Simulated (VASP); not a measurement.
Output of a VASP run:

OSZICAR:
```
       N       E                     dE             d eps       ncg     rms          rms(c)
DAV:   1     0.961729049225E+03    0.96173E+03   -0.30579E+04  1776   0.306E+03
DAV:   2     0.123611028765E+03   -0.83812E+03   -0.80514E+03  1368   0.833E+02
DAV:   3    -0.371819401623E+02   -0.16079E+03   -0.15058E+03  1524   0.193E+02
DAV:   4    -0.476025675867E+02   -0.10421E+02   -0.10213E+02  1574   0.590E+01
DAV:   5    -0.479313298409E+02   -0.32876E+00   -0.32782E+00  1543   0.991E+00    0.188E+01
DAV:   6    -0.464254000765E+02    0.15059E+01   -0.73936E+00  1668   0.122E+01    0.918E+00
DAV:   7    -0.462363599687E+02    0.18904E+00   -0.69856E-01  1552   0.600E+00    0.485E+00
DAV:   8    -0.461867351010E+02    0.49625E-01   -0.16060E-01  1679   0.220E+00    0.601E-01
DAV:   9    -0.461845675465E+02    0.21676E-02   -0.16152E-02  1798   0.113E+00    0.314E-01
DAV:  10    -0.461842651260E+02    0.30242E-03   -0.32589E-03  1808   0.536E-01    0.617E-02
DAV:  11    -0.461842798147E+02   -0.14689E-04   -0.24614E-04  1543   0.103E-01    0.216E-02
DAV:  12    -0.461842842913E+02   -0.44766E-05   -0.27006E-05  1783   0.518E-02    0.828E-03
DAV:  13    -0.461842836479E+02    0.64339E-06   -0.15440E-06   949   0.836E-03
   1 F= -.46184284E+02 E0= -.46139021E+02  d E =-.905244E-01
```

### OUTCAR
```
------------------------ aborting loop because EDIFF is reached ----------------------------------------
  FORCE on cell =-STRESS in cart. coord.  units (eV):
  Direction    XX          YY          ZZ          XY          YZ          ZX
  --------------------------------------------------------------------------------------
  Total       -2.3198634     -4.0299889     -2.4815898      0.0000000      0.0000000      0.0000000
  in kB      -27.0727444    -47.0298636    -28.9600871      0.0000000      0.0000000      0.0000000
  external PRESSURE =     -34.3542317 kB  Pullay stress =       0.0000000 kB
  volume of cell :      137.29
      direct lattice vectors                 reciprocal lattice vectors
     5.843501000  0.000000000  0.000000000     0.171130286  0.000000000  0.000000000
     0.000000000  3.786726000  0.000000000     0.000000000  0.264080369  0.000000000
     0.000000000  0.000000000  6.204456000     0.000000000  0.000000000  0.161174485
 POSITION                                       TOTAL-FORCE (eV/Angst)
 -----------------------------------------------------------------------------------
      4.75620      2.84004      3.64828        -0.078225      0.000000      0.011239
      1.08730      0.94668      2.55617         0.078225      0.000000     -0.011239
      4.00905      0.94668      0.54605         0.078225     -0.000000      0.011239
      1.83445      2.84004      5.65840        -0.078225     -0.000000     -0.011239
      0.01081      2.84004      1.19566         0.032495      0.000000      0.087172
      5.83269      0.94668      5.00880        -0.032495      0.000000     -0.087172
      2.91094      0.94668      4.29789        -0.032495      0.000000      0.087172
      2.93256      2.84004      1.90657         0.032495      0.000000     -0.087172
 -----------------------------------------------------------------------------------
    total drift:                                0.000000      0.000000      0.000000
  FREE ENERGIE OF THE ION-ELECTRON SYSTEM (eV)
  ---------------------------------------------------
  free  energy   TOTEN  =       -46.1842836479 eV

  energy  without entropy=      -46.0937592163  energy(sigma->0) =      -46.13902143
```
(Selected blocks of OUTCAR.)

**POSCAR**
```
GePt
1
    5.8435010000     0.0000000000     0.0000000000
    0.0000000000     3.7867260000     0.0000000000
    0.0000000000     0.0000000000     6.2044560000
Ge Pt
4 4
Direct
  0.8139300000   0.7500000000   0.5880100000
  0.1860700000   0.2500000000   0.4119900000
  0.6860700000   0.2500000000   0.0880100000
  0.3139300000   0.7500000000   0.9119900000
  0.0018500000   0.7500000000   0.1927100000
  0.9981500000   0.2500000000   0.8072900000
  0.4981500000   0.2500000000   0.6927100000
  0.5018500000   0.7500000000   0.3072900000
```

Question: Write an INCAR and KPOINTS that could have produced this output.

Answer: Several could match; the one computed here: the input of the run itself, PBE GGA, plane waves, VASP's PBE PAW potentials (set 64).

File KPOINTS:
```
Automatic mesh
0
Gamma
3 5 3
0 0 0
```

INCAR:
```
ALGO = Normal
EDIFF = 1E-6
ENCUT = 300
GGA = PE
ISIF = 2
ISMEAR = 0
LASPH = T
LCHARG = F
LMAXMIX = 6
LREAL = F
LWAVE = F
NELM = 100
PREC = Accurate
SIGMA = 0.272
SYSTEM = GePt
```

POTCAR, in this order: Ge_d Pt (PBE.64 set). Program: vasp_std.

At this cut-off the stress carries a Pulay error, which pulls relaxed volumes low.

The structure comes from a computed database's GePt entry; how it stands against other phases isn't given here. The cell was not relaxed at this level. The k-mesh is coarse (spacing up to 0.36 per Å, 2π included), so the numbers may not be converged in it.
